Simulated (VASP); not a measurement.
# Au (Gold): structure and properties in VASP, part 5 of 5

What structure and properties does PBEsol give Au (Gold), and how near are they to the measured ones? Left out of this account: at least 1 further run (phonons: it ended without a result to show). The start is a cell from a database of measured crystal structures.

VASP 6.6.1, plane waves and PAW; the level of theory is named at each step.

Still holding for the runs below: This run has no spin polarisation. Its electron count is odd, so without a moment it is a metal by construction. The k-mesh is coarse for a metal.

So far. Step 14 (Fit for PBEsol): The fit over cells of fixed shape and fractional positions puts the volume +0.01 % from the relaxed one. Step 15 (Elastic constants (PBEsol)): The bulk modulus from the tensor differs from that of the volume scan by -2 %; the two differ in cutoff and mesh, and so in the cell's distance from its minimum. B/G is 5.38, which by Pugh's rule of thumb (1.75, made for nearly isotropic solids) points to a ductile solid. The relaxed cell has a = 4.081 Å (conventional setting).

The database entry behind the starting cell differs from later determinations by our own check (about 0.15 % short), so it need not match the best structure at ambient conditions.

## 17. Band structure (PBEsol + SOC)

This step: PBEsol, spin-orbit coupling; plane waves and PAW (Au) (VASP 6.6.1).

The mesh alone shows little of the dispersion and can miss band extrema, so KPOINTS_OPT adds a path through the symmetry points after the self-consistent cycle. Spin-orbit coupling needs spinors and the noncollinear program, where each band holds one electron.

File INCAR:

```
SYSTEM = Au
PREC = Accurate
ENCUT = 400
EDIFF = 1E-06
NELM = 100
ISMEAR = 1
SIGMA = 0.2
LREAL = .FALSE.
ALGO = Normal
GGA = PS
LNONCOLLINEAR = .TRUE.
MAGMOM = 0 0 0
NBANDS = 22
GGA_COMPAT = .FALSE.
LASPH = .TRUE.
LSORBIT = .TRUE.
LMAXMIX = 4
LORBIT = 11
LWAVE = .FALSE.
LCHARG = .FALSE.
KPAR = 2
```

File POSCAR:

```
Au
1.0
    0.0000000000      2.0404236080      2.0404236080
    2.0404236080      0.0000000000      2.0404236080
    2.0404236080      2.0404236080      0.0000000000
Au
1
Direct
    0.0000000000      0.0000000000      0.0000000000
```

File KPOINTS:

```
Automatic mesh
0
Gamma
8 8 8
0 0 0
```

File KPOINTS_OPT:

```
Line mode
16
Line-mode
Reciprocal
  0.00000000   0.00000000   0.00000000 GAMMA
  0.50000000   0.00000000   0.50000000 X

  0.50000000   0.00000000   0.50000000 X
  0.50000000   0.25000000   0.75000000 W

  0.50000000   0.25000000   0.75000000 W
  0.37500000   0.37500000   0.75000000 K

  0.37500000   0.37500000   0.75000000 K
  0.00000000   0.00000000   0.00000000 GAMMA

  0.00000000   0.00000000   0.00000000 GAMMA
  0.50000000   0.50000000   0.50000000 L

  0.50000000   0.50000000   0.50000000 L
  0.62500000   0.25000000   0.62500000 U

  0.62500000   0.25000000   0.62500000 U
  0.50000000   0.25000000   0.75000000 W

  0.50000000   0.25000000   0.75000000 W
  0.50000000   0.50000000   0.50000000 L

  0.50000000   0.50000000   0.50000000 L
  0.37500000   0.37500000   0.75000000 K

  0.62500000   0.25000000   0.62500000 U
  0.50000000   0.00000000   0.50000000 X
```

The projector-augmented-wave data sets are Au (PBE family, release 64).

Launch:

```bash
> mpirun -np 2 vasp_ncl
```

What it wrote:

```text
[... set-up lines as in an earlier step ...]
 entering main loop
       N       E                     dE             d eps       ncg     rms          rms(c)
DAV:   1     0.516194835664E+02    0.51619E+02   -0.48239E+03  1356   0.774E+02
DAV:   2    -0.351859297478E+01   -0.55138E+02   -0.51826E+02  1510   0.203E+02
DAV:   3    -0.453240231722E+01   -0.10138E+01   -0.10081E+01  1498   0.271E+01
DAV:   4    -0.453707473819E+01   -0.46724E-02   -0.46720E-02  1450   0.203E+00
DAV:   5    -0.453711983819E+01   -0.45100E-04   -0.45100E-04  1492   0.204E-01    0.113E+01
DAV:   6    -0.420444591047E+01    0.33267E+00   -0.49250E-01  1342   0.838E+00    0.691E+00
DAV:   7    -0.418073497009E+01    0.23711E-01   -0.41227E-02  1456   0.241E+00    0.339E+00
DAV:   8    -0.417776106140E+01    0.29739E-02   -0.12789E-03  1398   0.310E-01    0.140E+00
DAV:   9    -0.417751137871E+01    0.24968E-03   -0.22895E-04  1420   0.159E-01    0.105E-01
DAV:  10    -0.417751605342E+01   -0.46747E-05   -0.22054E-06  1396   0.156E-02    0.367E-02
DAV:  11    -0.417751664383E+01   -0.59041E-06   -0.28989E-07  1170   0.589E-03
   1 F= -.41775166E+01 E0= -.41775567E+01  d E =0.120292E-03  mag=     0.0000    -0.0000    -0.0000
 Start KPOINTS_OPT (optional k-point list driver)
k-point batch [1-29\160]
       N       E                     dE             ncg
DAV:   1     0.330211150935E+04   -0.62517E+04     1348
DAV:   2     0.170911297673E+04   -0.15930E+04     1528
DAV:   3     0.168098052528E+04   -0.28132E+02     1378
DAV:   4     0.168083506081E+04   -0.14546E+00     1360
DAV:   5     0.168083342763E+04   -0.16332E-02     1372
DAV:   6     0.168083340624E+04   -0.21394E-04     1354
DAV:   7     0.168083340597E+04   -0.27409E-06     1004
[...]
k-point batch [146-160\160]
       N       E                     dE             ncg
DAV:   1     0.799684506403E+04   -0.52795E+04      684
DAV:   2     0.720474698551E+04   -0.79210E+03      792
DAV:   3     0.718830987666E+04   -0.16437E+02      696
DAV:   4     0.718822207286E+04   -0.87804E-01      708
DAV:   5     0.718822104847E+04   -0.10244E-02      702
DAV:   6     0.718822103469E+04   -0.13781E-04      708
DAV:   7     0.718822103452E+04   -0.17826E-06      464
```

Run time: 16 s. Hardware: 2 MPI ranks of Intel Xeon 6975P-C (Granite Rapids), shared host; peak memory 0.32 GiB; 29 s of CPU time.

OUTCAR, selected parts (step 17):

```text
   k-points           NKPTS =     29   k-points in BZ     NKDIM =     29   number of bands    NBANDS=     22

   NELECT =      11.0000    total number of electrons

 E-fermi :   9.3686

 k-point     1 :       0.0000    0.0000    0.0000
  band No.  band energies     occupation
    ...
      8       5.1944      1.00000
      9       6.4211      1.00000
     10       6.4211      1.00000
     11       6.4211      1.00000
     12       6.4211      1.00000
     13      23.8278      0.00000
     14      23.8278      0.00000
     15      27.0441      0.00000
     16      27.0441      0.00000
     17      28.1009      0.00000
    ...

  Total       -0.0021522     -0.0021522     -0.0021522     -0.0000000     -0.0000000      0.0000000
  in kB       -0.2029573     -0.2029573     -0.2029573     -0.0000000     -0.0000000      0.0000000
  external PRESSURE =      -0.2029573 kB  Pullay stress =       0.0000000 kB

  FREE ENERGIE OF THE ION-ELECTRON SYSTEM (eV)
  ---------------------------------------------------
  free  energy   TOTEN  =        -4.1775166438 eV

  energy  without entropy=       -4.1776369354  energy(sigma->0) =       -4.17755674

 Spin-Orbit-Coupling matrix elements
 Ion:    1  E_soc:     -0.5907327

 magnetization (x)
# of ion       s       p       d       tot
------------------------------------------
    1        0.000   0.000   0.000   0.000

 magnetization (y)
# of ion       s       p       d       tot
------------------------------------------
    1        0.000  -0.000   0.000   0.000

 magnetization (z)
# of ion       s       p       d       tot
------------------------------------------
    1        0.000   0.000   0.000   0.000

[... 7 parts as in an earlier step ...]

[... 10 further parts left out ...]
```

Numbers from this step:

- bands: 22
- irreducible k-points: 29
- free energy (TOTEN): -4.178 eV
- Fermi energy: 9.369 eV
- pressure: -0.02030 GPa

On-site spin-orbit energy by atom:

```csv
atom,on-site spin-orbit energy (eV)
Au1,-0.591
```

The electronic bands at the labelled points (eV, zero at the Fermi level; # counts the bands kept in this run):

```csv
point,#5,#6,#7,#8,#9,#10,#11,#12
Γ,-5.35,-5.35,-4.17,-4.17,-2.95,-2.95,-2.95,-2.95
0.53 of the way,-4.60,-4.60,-3.20,-3.20,-3.13,-3.13,-2.28,-2.28
X,-2.25,-2.25,-2.04,-2.04,-1.03,-1.03,0.73,0.73
0.53 of the way,-3.63,-3.63,-2.61,-2.61,-1.51,-1.51,3.10,3.10
W,-5.07,-5.07,-3.20,-3.20,-1.60,-1.60,4.64,4.64
0.47 of the way,-4.53,-4.53,-3.04,-3.04,-1.74,-1.74,4.09,4.09
K,-3.98,-3.98,-2.95,-2.95,-1.92,-1.92,3.69,3.69
0.53 of the way,-5.10,-5.10,-3.65,-3.65,-3.53,-3.53,-1.95,-1.95
Γ,-5.35,-5.35,-4.17,-4.17,-2.95,-2.95,-2.95,-2.95
0.53 of the way,-5.10,-5.10,-3.90,-3.90,-3.06,-3.06,-2.49,-2.49
L,-4.30,-4.30,-2.30,-2.30,-1.60,-1.60,-1.18,-1.18
0.53 of the way,-4.37,-4.37,-3.70,-3.70,-2.05,-2.05,2.12,2.12
U,-3.98,-3.98,-2.95,-2.95,-1.92,-1.92,3.69,3.69
0.47 of the way,-4.43,-4.43,-3.01,-3.01,-1.77,-1.77,4.01,4.01
W,-5.07,-5.07,-3.20,-3.20,-1.60,-1.60,4.64,4.64
0.47 of the way,-4.60,-4.60,-3.55,-3.55,-2.07,-2.07,2.81,2.81
L,-4.30,-4.30,-2.30,-2.30,-1.60,-1.60,-1.18,-1.18
0.53 of the way,-4.37,-4.37,-3.70,-3.70,-2.05,-2.05,2.12,2.12
K,-3.98,-3.98,-2.95,-2.95,-1.92,-1.92,3.69,3.69
jump to U,-3.98,-3.98,-2.95,-2.95,-1.92,-1.92,3.69,3.69
0.53 of the way,-2.77,-2.77,-2.37,-2.37,-1.42,-1.42,1.94,1.94
X,-2.25,-2.25,-2.04,-2.04,-1.03,-1.03,0.73,0.73
```

There is no gap at this level.

Of the bands kept, 2 cross the Fermi level on this path (spinor bands, one electron each).

## 18. Self-consistent run (PBEsol) with a changed input

This step: PBEsol; plane waves and PAW (Au) (VASP 6.6.1).

A single point gives energy, forces and stress at these settings. Some settings are moved from the usual, to see what they do.

File INCAR:

```
SYSTEM = Au
PREC = Low
ENCUT = 400
EDIFF = 1E-06
NELM = 100
ISMEAR = 1
SIGMA = 0.2
LREAL = .FALSE.
ALGO = Normal
GGA = PS
NBANDS = 11
LASPH = .TRUE.
LORBIT = 11
LWAVE = .FALSE.
LCHARG = .FALSE.
KPAR = 2
ISIF = 2
```

POSCAR is that of step 17.

File KPOINTS:

```
Automatic mesh
0
Gamma
9 9 9
0 0 0
```

Launch:

```bash
> mpirun -np 2 vasp_std
```

What it wrote:

```text
[... set-up lines as in an earlier step ...]
 entering main loop
       N       E                     dE             d eps       ncg     rms          rms(c)
DAV:   1     0.347201555623E+02    0.34720E+02   -0.48490E+03   866   0.707E+02
DAV:   2    -0.384778187124E+01   -0.38568E+02   -0.36435E+02   896   0.162E+02
DAV:   3    -0.428344863043E+01   -0.43567E+00   -0.43593E+00   868   0.163E+01
DAV:   4    -0.428468882888E+01   -0.12402E-02   -0.12401E-02   866   0.103E+00
DAV:   5    -0.428469744363E+01   -0.86148E-05   -0.86151E-05   878   0.825E-02    0.962E+00
DAV:   6    -0.397385422457E+01    0.31084E+00   -0.90584E-01   818   0.801E+00    0.598E+00
DAV:   7    -0.395230244738E+01    0.21552E-01   -0.70074E-02   872   0.220E+00    0.288E+00
DAV:   8    -0.394932809552E+01    0.29744E-02   -0.10532E-03   824   0.309E-01    0.238E-01
DAV:   9    -0.394932003461E+01    0.80609E-05   -0.47213E-05   866   0.555E-02    0.208E-02
DAV:  10    -0.394932206714E+01   -0.20325E-05   -0.13872E-06   856   0.112E-02    0.122E-03
DAV:  11    -0.394932211059E+01   -0.43451E-07   -0.63236E-08   445   0.204E-03
   1 F= -.39493221E+01 E0= -.39496685E+01  d E =0.103925E-02
```

It took 1.4 s on 2 MPI ranks; peak memory 0.18 GiB.

Parts of OUTCAR (step 18):

```text
   NELECT =      11.0000    total number of electrons

 E-fermi :   9.2304

 k-point     1 :       0.0000    0.0000    0.0000
  band No.  band energies     occupation
    ...
      2       4.6410      2.00000
      3       4.6411      2.00000
      4       4.6411      2.00000
      5       6.1783      2.00000
      6       6.1783      2.00000
      7      23.8268      0.00000
      8      27.8358      0.00000
      9      27.8358      0.00000
     10      27.8360      0.00000
     11      32.7117      0.00000

  Total        0.0009197      0.0009197      0.0009197     -0.0000000      0.0000000     -0.0000000
  in kB        0.0867250      0.0867250      0.0867250     -0.0000000      0.0000000     -0.0000000
  external PRESSURE =       0.0867250 kB  Pullay stress =       0.0000000 kB

 POSITION                                       TOTAL-FORCE (eV/Angst)
 -----------------------------------------------------------------------------------
      0.00000      0.00000      0.00000         0.000000      0.000000      0.000000
 -----------------------------------------------------------------------------------
    total drift:                               -0.000000      0.000000      0.000000

  FREE ENERGIE OF THE ION-ELECTRON SYSTEM (eV)
  ---------------------------------------------------
  free  energy   TOTEN  =        -3.9493221106 eV

  energy  without entropy=       -3.9503613568  energy(sigma->0) =       -3.94966853

[... 8 parts as in an earlier step ...]

[... 9 further parts left out ...]
```

The run converged, and its energy and pressure stay near those of the sound run.

Against the sound run on this cell (volume scan with PBEsol) the energy at zero smearing moves by -1.0 meV an atom and the pressure by -0.00 GPa.

Settings moved from the usual: PREC = Low.

PREC = Low changes the FFT grids.

## 19. Results

| Quantity | Value |
| --- | --- |
| relaxed volume | 16.99 Å³/atom |
| relaxed conventional cell a, b, c | 4.081, 4.081, 4.081 Å |
| space group after relaxing, within 0.02 Å | Fm-3m (No. 225) |
| band gap | none, a metal |
| DOS at the Fermi level | 0.284 states/eV/cell |
| bulk modulus from the fit | 178 GPa |
| volume from the fit | 17.0 Å³/atom |
| bulk modulus (Hill) | 175 GPa |
| shear modulus (Hill) | 32.6 GPa |
| Debye temperature from the elastic constants | 171 K |
| shallowest level of the frozen cores | Au1 5p, 56.8 eV deep |
| band gap (PBEsol + SOC) | none, a metal |

With PBEsol, Au (Gold) relaxes to 16.99 Å³/atom in space group Fm-3m (held by the symmetry of the run), comes out as a metal and has a bulk modulus of 178 GPa. Against the listed cell the volume lies +0.7 %. Band structure (PBEsol): Of the bands kept, 1 crosses the Fermi level on this path. Band structure (PBEsol + SOC): Of the bands kept, 2 cross the Fermi level on this path (spinor bands, one electron each). Measured elastic constants soften with temperature, which the static lattice leaves out. The k-sampling is coarse for a metal, so the Fermi level, pressures and the shape of the cell carry errors. No search among competing phases was made. All values are for a static lattice at zero temperature.

Comparison with the measured values:

| quantity | measured | PBEsol | Birch-Murnaghan fit, PBEsol |
| --- | --- | --- | --- |
| lattice constant a (Å) | 4.078 | 4.081 (+0.1 %) | - |
| bulk modulus (GPa) | 167 | - | 178 (+6.6 %) |

Measured values from arxiv:1805.06931 (2018) and pmc:11102561 (2024).

How well it matches: The lattice constant a is off by +0.1 %: good agreement. The bulk modulus is off by +6.6 %: fair agreement. The grades are ours: good and fair within 0.7 and 1.5 % for the lattice constant a and 5 and 12 % for the bulk modulus. For lattice constants and bulk modulus the calculation has a static lattice, without zero-point motion or thermal expansion (measured at up to 298 K).

[Lines on the potential files, build, host, timing and source positions are cut from VASP's logs without a mark.]

[Logs are printed without paths, hosts, clocks, repeated set-up lines and the standing remarks that a program may print on its own settings, such as how far it seeks lower states.]

[Hosts, paths, dates, database ids (printed as entryN), source tags and the programs' standing remarks are cut or masked in the printed files.]

[A measured line is paired with the nearest computed mode of its activity, which favours agreement.]

[In band tables of VASP the shares of atoms and orbitals are scaled to a sum of 1 inside the atoms' spheres.]
